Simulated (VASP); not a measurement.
Level of theory: PBEsol GGA, VASP's PBE PAW potentials (set 64) (plane waves; VASP).

VASP ran on this input.

File KPOINTS:
```
K-points
0
gamma
  5 5 5
0 0 0
```

### INCAR
```
ALGO = Normal
EDIFF = 1E-6
EDIFFG = -0.02
ENCUT = 400
GGA = PS
IBRION = 2
ISIF = 3
ISMEAR = 1
LASPH = .TRUE.
LCHARG = .FALSE.
LMAXMIX = 6
LREAL = .FALSE.
LWAVE = .FALSE.
NELM = 100
NSW = 60
PREC = Accurate
SIGMA = 0.1
SYSTEM = Hg3ZnS4
```

POSCAR:
```
Hg3ZnS4
1
    5.7493099353     0.0000000000     0.0000000000
    0.0000000000     5.7493099353    -0.0000000000
   -0.0000000000    -0.0000000000     5.7493099353
Zn S Hg
1 4 3
Direct
  0.0000000000   1.0000000000   0.0000000000
  0.2350742943   0.2350742943   0.2350742943
  0.7649257057   0.7649257057   0.2350742943
  0.7649257057   0.2350742943   0.7649257057
  0.2350742943   0.7649257057   0.7649257057
  0.5000000000   0.5000000000   0.0000000000
  0.5000000000   1.0000000000   0.5000000000
  0.0000000000   0.5000000000   0.5000000000
```

POTCAR, in this order: Zn S Hg (PBE.64 set). Program: vasp_std.

The resulting files:

File OSZICAR:
```
       N       E                     dE             d eps       ncg     rms          rms(c)
DAV:   1     0.525540152696E+03    0.52554E+03   -0.29171E+04   860   0.135E+03
DAV:   2     0.261963184757E+02   -0.49934E+03   -0.48552E+03   909   0.357E+02
DAV:   3    -0.236560271338E+02   -0.49852E+02   -0.49114E+02   998   0.113E+02
DAV:   4    -0.250213282464E+02   -0.13653E+01   -0.13595E+01  1005   0.199E+01
DAV:   5    -0.250460106261E+02   -0.24682E-01   -0.24644E-01  1026   0.270E+00    0.196E+01
DAV:   6    -0.233052435170E+02    0.17408E+01   -0.41484E+00  1161   0.263E+01    0.148E+01
DAV:   7    -0.233776084253E+02   -0.72365E-01   -0.27442E+00  1170   0.117E+01    0.585E+00
DAV:   8    -0.233243466193E+02    0.53262E-01   -0.48944E-01  1141   0.965E+00    0.973E-01
DAV:   9    -0.233230383525E+02    0.13083E-02   -0.48195E-02  1172   0.345E+00    0.312E-01
DAV:  10    -0.233233695298E+02   -0.33118E-03   -0.93679E-03  1049   0.774E-01    0.175E-01
DAV:  11    -0.233232720819E+02    0.97448E-04   -0.14369E-03  1087   0.368E-01    0.658E-02
DAV:  12    -0.233232995434E+02   -0.27461E-04   -0.16483E-04   932   0.923E-02    0.237E-02
DAV:  13    -0.233233035738E+02   -0.40304E-05   -0.14391E-05  1205   0.800E-02    0.142E-02
DAV:  14    -0.233233020760E+02    0.14978E-05   -0.36364E-06   758   0.428E-02    0.490E-03
DAV:  15    -0.233233021147E+02   -0.38706E-07   -0.40886E-06   681   0.165E-02
   1 F= -.23323302E+02 E0= -.23323464E+02  d E =-.233233E+02
       N       E                     dE             d eps       ncg     rms          rms(c)
DAV:   1    -0.233234102382E+02   -0.10816E-03   -0.90829E-03   896   0.457E-01    0.710E-02
DAV:   2    -0.233234343400E+02   -0.24102E-04   -0.63544E-04  1060   0.168E-01    0.350E-02
DAV:   3    -0.233234300674E+02    0.42726E-05   -0.22519E-05  1132   0.343E-02    0.261E-02
DAV:   4    -0.233234279692E+02    0.20983E-05   -0.69087E-06   834   0.142E-02    0.774E-03
DAV:   5    -0.233234277664E+02    0.20275E-06   -0.17204E-06   581   0.114E-02
   2 F= -.23323428E+02 E0= -.23323591E+02  d E =-.125652E-03
```

### OUTCAR
```
------------------------ aborting loop because EDIFF is reached ----------------------------------------
  FORCE on cell =-STRESS in cart. coord.  units (eV):
  Direction    XX          YY          ZZ          XY          YZ          ZX
  --------------------------------------------------------------------------------------
  Total       -0.0069861     -0.0069861     -0.0069861      0.0000000      0.0000000     -0.0000000
  in kB       -0.0588846     -0.0588846     -0.0588846      0.0000000      0.0000000     -0.0000000
  external PRESSURE =      -0.0588846 kB  Pullay stress =       0.0000000 kB
  volume of cell :      190.08
      direct lattice vectors                 reciprocal lattice vectors
     5.749742631  0.000000000 -0.000000000     0.173920828  0.000000000 -0.000000000
    -0.000000000  5.749742631 -0.000000000    -0.000000000  0.173920828  0.000000000
     0.000000000 -0.000000000  5.749742631     0.000000000  0.000000000  0.173920828
 POSITION                                       TOTAL-FORCE (eV/Angst)
 -----------------------------------------------------------------------------------
      5.74974      0.00000      5.74974         0.000000      0.000000      0.000000
      1.35079      1.35079      1.35079        -0.008624     -0.008624     -0.008624
      4.39895      4.39895      1.35079         0.008624      0.008624     -0.008624
      4.39895      1.35079      4.39895         0.008624     -0.008624      0.008624
      1.35079      4.39895      4.39895        -0.008624      0.008624      0.008624
      2.87487      2.87487      5.74974         0.000000      0.000000      0.000000
      2.87487      0.00000      2.87487         0.000000      0.000000      0.000000
      5.74974      2.87487      2.87487         0.000000      0.000000      0.000000
 -----------------------------------------------------------------------------------
    total drift:                               -0.000000     -0.000000     -0.000000
  FREE ENERGIE OF THE ION-ELECTRON SYSTEM (eV)
  ---------------------------------------------------
  free  energy   TOTEN  =       -23.3234277664 eV

  energy  without entropy=      -23.3239169259  energy(sigma->0) =      -23.32359082

 reached required accuracy - stopping structural energy minimisation
```
(Selected blocks of OUTCAR.)

### CONTCAR
```
Hg3ZnS4
   1.00000000000000
     5.7497426312698670    0.0000000000000000   -0.0000000000000000
    -0.0000000000000000    5.7497426312698670   -0.0000000000000000
     0.0000000000000000   -0.0000000000000000    5.7497426312698670
  Zn              S               Hg
     1     4     3
Direct
     1.0000000000000000    0.0000000000000000    1.0000000000000000
     0.2349313768867817    0.2349313768867817    0.2349313768867817
     0.7650686231132182    0.7650686231132182    0.2349313768867817
     0.7650686231132182    0.2349313768867817    0.7650686231132182
     0.2349313768867817    0.7650686231132182    0.7650686231132182
     0.5000000000000000    0.5000000000000000    1.0000000000000000
     0.5000000000000000    0.0000000000000000    0.5000000000000000
     1.0000000000000000    0.5000000000000000    0.5000000000000000
```

The structure was generated: Hg3ZnS4 was put into an ordered model structure (P-43m), which need not be its known phase. This run relaxes it. Symmetry was kept, so distortions that lower it aren't found. The start is the result of an earlier pass.
